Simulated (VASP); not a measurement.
VASP runs on PbO2 (space group P4_2/mnm) share one base input (LDA (Ceperley-Alder, Perdew-Zunger), plane waves, VASP's LDA PAW potentials (set 64)) and change the settings named in each case.

INCAR:
```
ALGO = Normal
EDIFF = 1E-6
ENCUT = 400
ISIF = 2
ISMEAR = -1
LASPH = .TRUE.
LCHARG = .FALSE.
LMAXMIX = 4
LREAL = .FALSE.
LWAVE = .FALSE.
NELM = 100
PREC = Accurate
SIGMA = 0.136
SYSTEM = PbO2
```

KPOINTS:
```
Automatic mesh
0
Gamma
5 5 8
0 0 0
```

**POSCAR**
```
PbO2
1
    5.0803740000     0.0000000000     0.0000000000
    0.0000000000     5.0803740000     0.0000000000
    0.0000000000     0.0000000000     3.4672940000
Pb O
2 4
Direct
  0.0000000000   0.0000000000   0.0000000000
  0.5000000000   0.5000000000   0.5000000000
  0.3074300000   0.3074300000   0.0000000000
  0.6925700000   0.6925700000   0.0000000000
  0.1925700000   0.8074300000   0.5000000000
  0.8074300000   0.1925700000   0.5000000000
```

POTCAR, in this order: Pb_d O (LDA.64 set). Program: vasp_std.

| change | E(σ→0) (eV/atom) | pressure (GPa) | largest force (eV/Å) | −TS (eV) |
|---|---|---|---|---|
| base run | -6.0830 | -13.95 | 0.141 | -0.0529 |
| KPOINTS 13×13×19 Γ-centred mesh | -6.0833 | -13.96 | 0.141 | -0.0524 |
| ISYM = 0 | -6.0830 | -13.95 | 0.141 | -0.0529 |
| SIGMA = 0.3, KPOINTS 6×6×9 Γ-centred mesh | -6.0804 | (withheld) | (withheld) | (withheld) |
| NBANDS = 58 | -6.0830 | -13.96 | 0.141 | -0.0529 |
| IVDW = 10 (refused) | - | - | - | - |
| KPOINTS 3×3×5 Γ-centred mesh | -6.0867 | -14.25 | 0.147 | -0.0345 |

Q: Fill in the missing entries.

A: 
- SIGMA = 0.3, KPOINTS 6×6×9 Γ-centred mesh, pressure (GPa): -12.89
- SIGMA = 0.3, KPOINTS 6×6×9 Γ-centred mesh, largest force (eV/Å): 0.108
- SIGMA = 0.3, KPOINTS 6×6×9 Γ-centred mesh, −TS (eV): -0.3188

Energies of different potentials or functionals have different zeros.  Unless said otherwise, spin-orbit coupling is left out, though it shifts the bands of the heavy elements here. At 400 eV the pressure can carry a Pulay error.

Left out are runs that ran out of time, are held back, or changed the cell or the kind of run, fixed moments of cells without a moment, rows past the twelfth, gaps on odd meshes, pressures of charged cells and columns that move by less than the noise.

The structure comes from a computed database's PbO2 entry; how it stands against other phases isn't given here. The cell was not relaxed at this level, forces remain on its atoms, its lattice was scaled by up to 2.5 %.
